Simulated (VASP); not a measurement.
Data:

```xyz
2
Lattice="0.0000 2.8262 2.8262 2.8262 0.0000 2.8262 2.8262 2.8262 0.0000" Properties=species:S:1:pos:R:3 pbc="T T T"
In     0.0000     0.0000     0.0000
As     2.8262     2.8262     2.8262
```

Level of theory: PBEsol GGA, VASP's PBE PAW potentials (set 64) (plane waves; VASP). Settings: 400 eV cut-off, Gaussian smearing of 0.050 eV, potentials In_d As.

Q: Give the energies of bands 7 to 12 at the high-symmetry points, in eV from the Fermi level.

A: 
```
band      Γ      X      U      L      W
----  -----  -----  -----  -----  -----
7     -0.29  -5.01  -5.24  -6.78  -4.90
8     -0.17  -2.89  -4.44   0.26  -3.94
9     -0.17  -2.36  -1.68   0.26  -3.94
10    -0.17  -2.36  -0.08   2.15   2.43
11     7.24   3.76   5.56   3.29   4.22
12     7.24   9.63   7.01   3.29   6.90
```

It has no gap at this level: it comes out as a metal or semimetal.

The structure was generated: InAs was put into the rock salt type (Fm-3m), which need not be its known phase. It was relaxed first.
